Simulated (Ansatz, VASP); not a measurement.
# TiB2 in two plane-wave programs, part 2 of 2

One calculation is typed for both programs; each brings its own data sets. How far apart do they land? The structure shown comes from an earlier Ansatz run, which isn't shown and may have moved the atoms alone.

VASP 6.6.1 and Ansatz 0.2.0.

So far: Set-up; Ansatz: elastic constants, PBEsol.

**3. VASP: elastic constants, PBEsol**

Level of this step: PBEsol; plane waves and PAW (Ti_sv, B) (VASP).

The same cell, functional, mesh and smearing now go to VASP, with its own data sets.

Lines of VASP's logs that name or quote its potential files are left out, and so is its time.

File INCAR:

```
SYSTEM = TiB2
PREC = Accurate
ENCUT = 500
EDIFF = 1E-08
NELM = 120
ISMEAR = -1
SIGMA = 0.15
LREAL = .FALSE.
ALGO = Normal
GGA = PS
NBANDS = 15
LASPH = .TRUE.
LORBIT = 11
LWAVE = .FALSE.
LCHARG = .FALSE.
ISIF = 3
IBRION = 6
NFREE = 2
POTIM = 0.015
NSW = 1
GGA_COMPAT = .FALSE.
KPAR = 2
```

File POSCAR:

```
TiB2
1.0
    3.0177978492      0.0000000000      0.0000000000
   -1.5088989246      2.6134896009      0.0000000000
    0.0000000000      0.0000000000      3.1850384273
Ti B
1 2
Direct
    0.0000000000      0.0000000000      0.0000000000
    0.3333333333      0.6666666667      0.5000000000
    0.6666666667      0.3333333333      0.5000000000
```

File KPOINTS:

```
Automatic mesh
0
Gamma
21 21 16
0 0 0
```

The projector-augmented-wave data sets are Ti_sv and B (PBE family, release 64).

Started as:

```
$ mpirun -np 2 vasp_std
```

Numbers of over 12 decimals in the logs are rounded to 6 here.

What it wrote:

```text
[banner, memory and clock lines left out]
running    2 mpi-ranks, on    1 nodes
 distrk:  each k-point on    1 cores,    2 groups
 distr:  one band on    1 cores,    1 groups

 POSCAR found type information on POSCAR TiB
 POSCAR found :  2 types and       3 ions
|                                                                             |
|               ----> ADVICE to this user running VASP <----                  |
|                                                                             |
|     You enforced a specific xc type in the INCAR file but a different       |
|     [... a line on the potential file left out ...]
|     I HOPE YOU KNOW WHAT YOU ARE DOING!                                     |
|                                                                             |

 LDA part: xc-table for (Slater+PW92), standard interpolation
 POSCAR, INCAR and KPOINTS ok, starting setup
 FFT: planning ... GRIDC
 FFT: planning ... GRID_SOFT
 FFT: planning ... GRID
 WAVECAR not read
 entering main loop
       N       E                     dE             d eps       ncg     rms          rms(c)
DAV:   1     0.120388604779E+03    0.12039E+03   -0.89864E+03 12967   0.134E+03
DAV:   2    -0.233195986432E+02   -0.14371E+03   -0.13908E+03 13667   0.351E+02
DAV:   3    -0.306565511492E+02   -0.73370E+01   -0.72442E+01 18734   0.780E+01
DAV:   4    -0.308494485184E+02   -0.19290E+00   -0.19277E+00 15879   0.112E+01
DAV:   5    -0.308546667666E+02   -0.52182E-02   -0.52180E-02 19119   0.157E+00    0.175E+01
DAV:   6    -0.257924400052E+02    0.50622E+01   -0.20685E+01 18024   0.523E+01    0.389E+00
DAV:   7    -0.258047666710E+02   -0.12327E-01   -0.11492E+00 13842   0.122E+01    0.355E+00
DAV:   8    -0.258078625834E+02   -0.30959E-02   -0.88287E-02 21455   0.255E+00    0.698E-01
DAV:   9    -0.258059870124E+02    0.18756E-02   -0.30933E-02 16161   0.236E+00    0.204E-01
DAV:  10    -0.258057260476E+02    0.26096E-03   -0.32045E-03 16364   0.741E-01    0.102E-01
DAV:  11    -0.258056818288E+02    0.44219E-04   -0.20137E-04 18165   0.152E-01    0.617E-02
DAV:  12    -0.258056592469E+02    0.22582E-04   -0.80644E-05 15701   0.114E-01    0.162E-02
DAV:  13    -0.258056593117E+02   -0.64791E-07   -0.50052E-06 17013   0.194E-02    0.277E-03
DAV:  14    -0.258056591107E+02    0.20105E-06   -0.66267E-07 18555   0.866E-03    0.782E-04
DAV:  15    -0.258056591768E+02   -0.66135E-07   -0.26243E-08 12847   0.190E-03    0.378E-04
DAV:  16    -0.258056591896E+02   -0.12764E-07   -0.31064E-09  7768   0.669E-04    0.973E-05
DAV:  17    -0.258056591891E+02    0.50295E-09   -0.44851E-10  6928   0.291E-04
   1 F= -.25805659E+02 E0= -.25790873E+02  d E =-.295733E-01
[... from here on, the cycles between the ionic steps are left out ...]
   2 F= -.25794926E+02 E0= -.25779705E+02  d E =-.304422E-01
  13 F= -.25800778E+02 E0= -.25785975E+02  d E =-.296048E-01
  14 F= -.25803960E+02 E0= -.25789168E+02  d E =-.295850E-01
  15 F= -.25803960E+02 E0= -.25789168E+02  d E =-.295850E-01
  16 F= -.25803939E+02 E0= -.25789143E+02  d E =-.295917E-01
  17 F= -.25803939E+02 E0= -.25789143E+02  d E =-.295917E-01
  18 F= -.25803387E+02 E0= -.25788609E+02  d E =-.295554E-01
  19 F= -.25803387E+02 E0= -.25788609E+02  d E =-.295554E-01
  20 F= -.25804520E+02 E0= -.25789738E+02  d E =-.295649E-01
 Finite differences progress:
  Degree of freedom:  10/ 10
  Displacement:        1/  2
  Total:              19/ 20
 bond charge predicted
       N       E                     dE             d eps       ncg     rms          rms(c)
DAV:   1    -0.258059339004E+02   -0.14137E-02   -0.64755E-01 20751   0.455E+00    0.187E-01
DAV:   2    -0.258048585018E+02    0.10754E-02   -0.62458E-03 26134   0.688E-01    0.933E-02
DAV:   3    -0.258045156617E+02    0.34284E-03   -0.98517E-04 25630   0.207E-01    0.185E-02
DAV:   4    -0.258045199987E+02   -0.43369E-05   -0.93414E-05 25000   0.107E-01    0.698E-03
DAV:   5    -0.258045202391E+02   -0.24043E-06   -0.21297E-06 26513   0.130E-02    0.237E-03
DAV:   6    -0.258045202529E+02   -0.13790E-07   -0.10424E-07 26232   0.439E-03    0.517E-04
DAV:   7    -0.258045202534E+02   -0.51887E-09   -0.86673E-09 16130   0.108E-03
  21 F= -.25804520E+02 E0= -.25789738E+02  d E =-.295650E-01
 Finite differences progress:
  Degree of freedom:  10/ 10
  Displacement:        2/  2
  Total:              20/ 20
```

Parts of OUTCAR (step 3):

```text
ion  position               nearest neighbor table
   1  0.000  0.000  0.000-   2 2.36   3 2.36   2 2.36   3 2.36   3 2.36   3 2.36   2 2.36   2 2.36
                             3 2.36   3 2.36   2 2.36   2 2.36
   2  0.333  0.667  0.500-   3 1.74   3 1.74   3 1.74   1 2.36   1 2.36   1 2.36   1 2.36   1 2.36
                             1 2.36
   3  0.667  0.333  0.500-   2 1.74   2 1.74   2 1.74   1 2.36   1 2.36   1 2.36   1 2.36   1 2.36
                             1 2.36

  LATTYP: Found a hexagonal cell.
 ALAT       =     3.0177978492
 C/A-ratio  =     1.0554180851

 Subroutine GETGRP returns: Found 24 space group operations
 (whereof 24 operations were pure point group operations)

The static configuration has the point symmetry D_6h.

 Found    432 irreducible k-points:

   k-points           NKPTS =    432   k-points in BZ     NKDIM =    432   number of bands    NBANDS=     15

   dimension x,y,z NGX =    24 NGY =   24 NGZ =   24
   dimension x,y,z NGXF=    48 NGYF=   48 NGZF=   48

   ENCUT  =  500.0 eV  36.75 Ry    6.06 a.u.   5.50  5.50  5.81*2*pi/ulx,y,z

   NELECT =      18.0000    total number of electrons

 k-points in reciprocal lattice and weights: Automatic mesh
   0.00000000  0.00000000  0.00000000       0.000
   0.04761905  0.00000000  0.00000000       0.001
   0.09523810  0.00000000  0.00000000       0.001
   0.14285714  0.00000000  0.00000000       0.001
   0.19047619  0.00000000  0.00000000       0.001
   0.23809524  0.00000000  0.00000000       0.001
   0.28571429  0.00000000  0.00000000       0.001
   0.33333333  0.00000000  0.00000000       0.001
   0.38095238  0.00000000  0.00000000       0.001
[...]
14      15.9219      0.00000
    ...

 k-point     2 :       0.0476    0.0000    0.0000
  band No.  band energies     occupation
    ...
      5      -3.3874      2.00000
      6       7.3092      2.00000
      7       7.4308      2.00000
      8       7.8812      2.00000
      9       8.0066      2.00000
     10      12.0912      0.00000
     11      12.1876      0.00000
     12      13.7636      0.00000
     13      13.7916      0.00000
     14      16.1482      0.00000
    ...

 k-point     3 :       0.0952    0.0000    0.0000
  band No.  band energies     occupation
    ...
      5      -3.2550      2.00000
      6       6.9460      2.00000
      7       7.4111      2.00000
      8       7.7822      2.00000
      9       8.0573      2.00000
     10      12.0521      0.00001
     11      12.4184      0.00000
     12      13.3064      0.00000
     13      13.4236      0.00000
     14      16.5878      0.00000
    ...

 k-point     4 :       0.1429    0.0000    0.0000
  band No.  band energies     occupation
    ...
      5      -3.0373      2.00000
      6       6.4011      2.00000
      7       7.3730      2.00000
      8       7.6329      2.00000
      9       8.1402      2.00000
     10      11.9915      0.00001
     11      12.7470      0.00000
     12      12.8527      0.00000
     13      13.0905      0.00000
     14      16.9842      0.00000
    ...

  Total        0.0691216      0.0691216      0.0496152      0.0000000      0.0000000      0.0000000
  in kB        4.4085792      4.4085792      3.1644621      0.0000000      0.0000000      0.0000000
  external PRESSURE =       3.9938735 kB  Pullay stress =       0.0000000 kB

  energy-cutoff  :      500.00
  volume of cell :       25.12
      direct lattice vectors                 reciprocal lattice vectors
     3.017797849  0.000000000  0.000000000     0.331367457  0.191315091  0.000000000
    -1.508898925  2.613489601  0.000000000     0.000000000  0.382630181  0.000000000
     0.000000000  0.000000000  3.185038427     0.000000000  0.000000000  0.313967954

 POSITION                                       TOTAL-FORCE (eV/Angst)
 -----------------------------------------------------------------------------------
      0.00000      0.00000      0.00000         0.000000     -0.000000     -0.114828
     -0.00000      1.74233      1.57752        -0.000000      0.000000      0.151999
      1.50890      0.87116      1.59252         0.000000     -0.000000     -0.037171
 -----------------------------------------------------------------------------------
    total drift:                               -0.000000     -0.000000     -0.000045

  FREE ENERGIE OF THE ION-ELECTRON SYSTEM (eV)
  ---------------------------------------------------
  free  energy   TOTEN  =       -25.8045202534 eV

  energy  without entropy=      -25.7749552846  energy(sigma->0) =      -25.78973777

  SYMMETRIZED ELASTIC MODULI (kBar)
 Direction    XX          YY          ZZ          XY          YZ          ZX
 --------------------------------------------------------------------------------
 XX        6846.9402    646.4286   1092.8728      0.0000     -0.0000     -0.0000
 YY         646.4286   6846.9402   1092.8728      0.0000      0.0000      0.0000
 ZZ        1092.8728   1092.8728   4762.4199      0.0000     -0.0000      0.0000
 XY           0.0000      0.0000      0.0000   3100.2558      0.0000      0.0000
 YZ           0.0000     -0.0000     -0.0000     -0.0000   2761.8246      0.0000
 ZX           0.0000      0.0000      0.0000      0.0000      0.0000   2761.8243
 --------------------------------------------------------------------------------

 Eigenvectors and eigenvalues of the dynamical matrix
 ----------------------------------------------------

   1 f  =   27.249508 THz   171.213710 2PiTHz  908.945755 cm-1   112.694860 meV
             X         Y         Z           dx          dy          dz
      0.000000  0.000000  0.000000    -0.000000    0.000000   -0.000000
     -0.000000  1.742326  1.592519     0.000013    0.707107   -0.000000
      1.508899  0.871163  1.592519    -0.000013   -0.707107    0.000000

   2 f  =   27.249508 THz   171.213710 2PiTHz  908.945755 cm-1   112.694860 meV
             X         Y         Z           dx          dy          dz
      0.000000  0.000000  0.000000     0.000000    0.000000    0.000000
     -0.000000  1.742326  1.592519     0.707107   -0.000013    0.000000
      1.508899  0.871163  1.592519    -0.707107    0.000013    0.000000

   3 f  =   16.883582 THz   106.082672 2PiTHz  563.175663 cm-1    69.824852 meV
             X         Y         Z           dx          dy          dz
      0.000000  0.000000  0.000000     0.000000    0.000000   -0.000000
     -0.000000  1.742326  1.592519    -0.000000   -0.000000   -0.707107
      1.508899  0.871163  1.592519    -0.000000   -0.000000    0.707107

   4 f  =   15.849883 THz    99.587752 2PiTHz  528.695191 cm-1    65.549820 meV
             X         Y         Z           dx          dy          dz
      0.000000  0.000000  0.000000     0.000000    0.000000    0.557713
     -0.000000  1.742326  1.592519    -0.000000   -0.000000   -0.586923
      1.508899  0.871163  1.592519    -0.000000   -0.000000   -0.586923

   5 f  =   15.741584 THz    98.907291 2PiTHz  525.082733 cm-1    65.101932 meV
             X         Y         Z           dx          dy          dz
      0.000000  0.000000  0.000000     0.000009   -0.557703    0.000000
     -0.000000  1.742326  1.592519    -0.000010    0.586927   -0.000000
      1.508899  0.871163  1.592519    -0.000010    0.586927   -0.000000

   6 f  =   15.741584 THz    98.907291 2PiTHz  525.082733 cm-1    65.101932 meV
             X         Y         Z           dx          dy          dz
      0.000000  0.000000  0.000000    -0.557703   -0.000009    0.000000
     -0.000000  1.742326  1.592519     0.586927    0.000010   -0.000000
      1.508899  0.871163  1.592519     0.586927    0.000010   -0.000000

   7 f/i=    0.000943 THz     0.005922 2PiTHz    0.031441 cm-1     0.003898 meV
             X         Y         Z           dx          dy          dz
      0.000000  0.000000  0.000000    -0.000000    0.000000    0.830034
     -0.000000  1.742326  1.592519    -0.000000    0.000000    0.394363
      1.508899  0.871163  1.592519    -0.000000    0.000000    0.394363

   8 f/i=    0.001128 THz     0.007089 2PiTHz    0.037635 cm-1     0.004666 meV
             X         Y         Z           dx          dy          dz
      0.000000  0.000000  0.000000     0.315206   -0.767862    0.000000
     -0.000000  1.742326  1.592519     0.149756   -0.364814    0.000000
      1.508899  0.871163  1.592519     0.149756   -0.364814    0.000000

   9 f/i=    0.001128 THz     0.007089 2PiTHz    0.037635 cm-1     0.004666 meV
             X         Y         Z           dx          dy          dz
      0.000000  0.000000  0.000000    -0.767862   -0.315206    0.000000
     -0.000000  1.742326  1.592519    -0.364814   -0.149756    0.000000
      1.508899  0.871163  1.592519    -0.364814   -0.149756    0.000000

 ELASTIC MODULI CONTR FROM IONIC RELAXATION (kBar)
 Direction    XX          YY          ZZ          XY          YZ          ZX
 --------------------------------------------------------------------------------
 XX         -55.2061     55.2061      0.0000      0.0000     -0.0000      0.0000
 YY          55.2061    -55.2061     -0.0000     -0.0000      0.0000      0.0000
 ZZ           0.0000     -0.0000     -0.0000     -0.0000      0.0000      0.0000
 XY           0.0000     -0.0000     -0.0000    -55.2061      0.0000      0.0000
 YZ          -0.0000      0.0000      0.0000      0.0000     -0.0000      0.0000
 ZX           0.0000      0.0000      0.0000      0.0000      0.0000      0.0000
 --------------------------------------------------------------------------------

 TOTAL ELASTIC MODULI (kBar)
 Direction    XX          YY          ZZ          XY          YZ          ZX
 --------------------------------------------------------------------------------
 XX        6791.7341    701.6347   1092.8728      0.0000     -0.0000     -0.0000
 YY         701.6347   6791.7341   1092.8728     -0.0000      0.0000      0.0000
 ZZ        1092.8728   1092.8728   4762.4199     -0.0000     -0.0000      0.0000
 XY           0.0000     -0.0000     -0.0000   3045.0497      0.0000      0.0000
 YZ           0.0000     -0.0000     -0.0000     -0.0000   2761.8246      0.0000
 ZX           0.0000      0.0000      0.0000      0.0000      0.0000   2761.8243
 --------------------------------------------------------------------------------

 total charge
# of ion       s       p       d       tot
------------------------------------------
    1        2.183   6.224   2.072  10.478
    2        0.687   1.336   0.000   2.023
    3        0.687   1.336   0.000   2.023
--------------------------------------------------
tot          3.558   8.895   2.072  14.525

[... 2 further parts left out ...]
```

Levels, forces or a CONTCAR printed for this step are those of its last displaced cell, not of the structure at rest.

**4. Comparison**

Known differences besides the potentials themselves: the cutoff is 320 eV in Ansatz and 500 eV in VASP; Ansatz makes its cores anew for this functional, VASP keeps those of its PBE data sets; VASP takes each elastic constant from one size of strain, Ansatz from those that its log lists; Ansatz's log warns that its cutoff lies below the recommended one. Total energies have different zeros and are not compared.

Compared:

```csv
quantity,Ansatz,VASP,difference
C11 (GPa),680.0,679.2,+0.12 %
C22 (GPa),680.0,679.2,+0.12 %
C33 (GPa),481.8,476.2,+1.17 %
C12 (GPa),70.0,70.2,-0.28 %
C13 (GPa),111.2,109.3,+1.71 %
C23 (GPa),111.2,109.3,+1.71 %
C44 (GPa),277.3,276.2,+0.40 %
C55 (GPa),277.3,276.2,+0.40 %
C66 (GPa),305.0,304.5,+0.17 %
```

**5. Summary of results**

| Item | Value |
| --- | --- |
| difference in C13 (elastic constants, PBEsol) | 1.7 % |

In words: The difference in C13 is 1.7 % (elastic constants, PBEsol), within the 5 % picked in this series as the mark of a large difference. How closely two codes agree says nothing of how well the functional describes the real material.

[Lines on the potential files, build, host, timing and source positions are cut from VASP's logs without a mark.]

[Logs are printed without paths, hosts, clocks, repeated set-up lines and the standing remarks that a program may print on its own settings, such as how far it seeks lower states.]

[Hosts, paths, dates, database ids (printed as entryN), source tags and the programs' standing remarks are cut or masked in the printed files.]
